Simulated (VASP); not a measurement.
```
SrTe
1.0
    0.00000     3.35945     3.35945
    3.35945     0.00000     3.35945
    3.35945     3.35945     0.00000
Sr Te
1 1
Direct
  0.00000   0.00000   0.00000
  0.50000   0.50000   0.50000
```

Method: PW91 GGA, VASP's PBE PAW potentials (set 64) (plane waves; VASP). Settings: 520 eV cut-off, Gaussian smearing of 0.050 eV, potentials Sr_sv Te.

Unless said otherwise, spin-orbit coupling is left out, though it shifts the bands of the heavy elements here.

Give the energies of bands 6 to 11 at the high-symmetry points, in eV from the valence-band maximum.

```json
[
 {"band": "6", "Γ": "0.00", "X": "-1.93", "U": "-1.74", "L": "-2.75", "W": "-1.53"},
 {"band": "7", "Γ": "0.00", "X": "-0.72", "U": "-1.70", "L": "-1.06", "W": "-1.53"},
 {"band": "8", "Γ": "0.00", "X": "-0.72", "U": "-0.93", "L": "-1.06", "W": "-1.47"},
 {"band": "9", "Γ": "2.76", "X": "1.76", "U": "2.82", "L": "3.86", "W": "3.91"},
 {"band": "10", "Γ": "3.28", "X": "3.82", "U": "4.84", "L": "5.10", "W": "3.91"},
 {"band": "11", "Γ": "3.28", "X": "4.76", "U": "5.45", "L": "5.27", "W": "4.40"}
]
```

The gap is indirect, 1.76 eV, from the valence maximum at Γ to the conduction minimum at X.

The compound is SrTe in the rock salt structure. It was relaxed first.
